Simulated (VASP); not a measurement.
Computed with optB86b-vdW, VASP's PBE PAW potentials (set 64) (plane waves; VASP).

Input for VASP

**KPOINTS**
```
k-points along high-symmetry lines
15
Line-mode
Reciprocal
  0.000000   0.000000   0.000000 ! GAMMA
  0.000000   0.500000   0.000000 ! X

  0.000000   0.500000   0.000000 ! X
  0.500000   0.500000   0.000000 ! M

  0.500000   0.500000   0.000000 ! M
  0.000000   0.000000   0.000000 ! GAMMA

  0.000000   0.000000   0.000000 ! GAMMA
  0.500000   0.500000   0.500000 ! R

  0.500000   0.500000   0.500000 ! R
  0.000000   0.500000   0.000000 ! X

  0.500000   0.500000   0.500000 ! R
  0.500000   0.500000   0.000000 ! M
```

POSCAR:
```
BaZrO3
4.2111040
  1.0000000985   0.0000000000   0.0000000000
  0.0000000000   1.0000000985   0.0000000000
  0.0000000000   0.0000000000   1.0000000985
Ba Zr O
1 1 3
direct
  0.0000000000   0.0000000000   0.0000000000
  0.5000000000   0.5000000000   0.5000000000
  0.5000000000   0.0000000000   0.5000000000
  0.0000000000   0.5000000000   0.5000000000
  0.5000000000   0.5000000000   0.0000000000
```

INCAR:
```
AGGAC=0.0
ALGO=Normal
EDIFF=1E-7
ENCUT=520
GGA=MK
ICHARG=11
ISMEAR=0
LASPH=.TRUE.
LCHARG=.FALSE.
LMAXMIX=4
LORBIT=11
LREAL=.FALSE.
LUSE_VDW=.TRUE.
LWAVE=.FALSE.
NELM=100
PARAM1=0.1234
PARAM2=1.0
PREC=Accurate
SIGMA=0.05
SYSTEM=BaZrO3
```

POTCAR, in this order: Ba_sv Zr_sv O (PBE.64 set). Program: vasp_std. Read from the step before: CHGCAR.

Output of the run:

### OSZICAR
```
       N       E                     dE             d eps       ncg     rms          rms(c)
DAV:   1     0.331858989035E+03    0.33186E+03   -0.22388E+04  4320   0.164E+03
DAV:   2    -0.792001165037E+01   -0.33978E+03   -0.33517E+03  5488   0.390E+02
DAV:   3    -0.313404279161E+02   -0.23420E+02   -0.23317E+02  7384   0.920E+01
DAV:   4    -0.318654198928E+02   -0.52499E+00   -0.52478E+00  5720   0.123E+01
DAV:   5    -0.318800527735E+02   -0.14633E-01   -0.14632E-01  6544   0.147E+00
DAV:   6    -0.318802544112E+02   -0.20164E-03   -0.20164E-03  5720   0.179E-01
DAV:   7    -0.318802575901E+02   -0.31789E-05   -0.31789E-05  6544   0.199E-02
DAV:   8    -0.318802576488E+02   -0.58720E-07   -0.58691E-07  5720   0.265E-03
   1 F= -.31880258E+02 E0= -.31880258E+02  d E =-.869666E-22
```

OUTCAR:
```
 val. band max:        3.5678235322   @ k =   0.5000   0.5000   0.5000

 cond. band min:       6.7405027823   @ k =   0.0000   0.0000   0.0000



 k-point     1 :       0.0000    0.0000    0.0000
  band No.  band energies     occupation
      1     -43.5046      2.00000
      2     -21.7515      2.00000
      3     -21.6618      2.00000
      4     -21.6618      2.00000
      5     -21.6618      2.00000
      6     -12.6892      2.00000
      7     -12.3928      2.00000
      8     -12.3928      2.00000
      9      -6.8694      2.00000
     10      -6.8694      2.00000
     11      -6.8694      2.00000
     12       2.1017      2.00000
     13       2.1017      2.00000
     14       2.1017      2.00000
     15       2.6002      2.00000
     16       2.6002      2.00000
     17       2.6002      2.00000
     18       3.3331      2.00000
     19       3.3331      2.00000
     20       3.3331      2.00000
     21       6.7405      0.00000
     22       6.7405      0.00000
     23       6.7405      0.00000
     24       8.2229      0.00000

 k-point     2 :       0.0000    0.0357    0.0000
  band No.  band energies     occupation
      1     -43.5046      2.00000
      2     -21.7575      2.00000
      3     -21.6617      2.00000
      4     -21.6617      2.00000
      5     -21.6580      2.00000
      6     -12.6871      2.00000
      7     -12.3923      2.00000
      8     -12.3864      2.00000
      9      -6.8686      2.00000
     10      -6.8686      2.00000
     11      -6.8669      2.00000
     12       2.0823      2.00000
     13       2.0976      2.00000
     14       2.0976      2.00000
     15       2.5870      2.00000
     16       2.5870      2.00000
     17       2.5900      2.00000
     18       3.2944      2.00000
     19       3.3277      2.00000
     20       3.3277      2.00000
     21       6.7450      0.00000
     22       6.7711      0.00000
     23       6.7711      0.00000
     24       8.2445      0.00000

...
```

The density is held fixed in this step, so its total energy and stress have no physical meaning. Unless said otherwise, spin-orbit coupling is left out, though it shifts the bands of the heavy elements here.

The compound is BaZrO3 in the cubic perovskite structure. It was relaxed first.
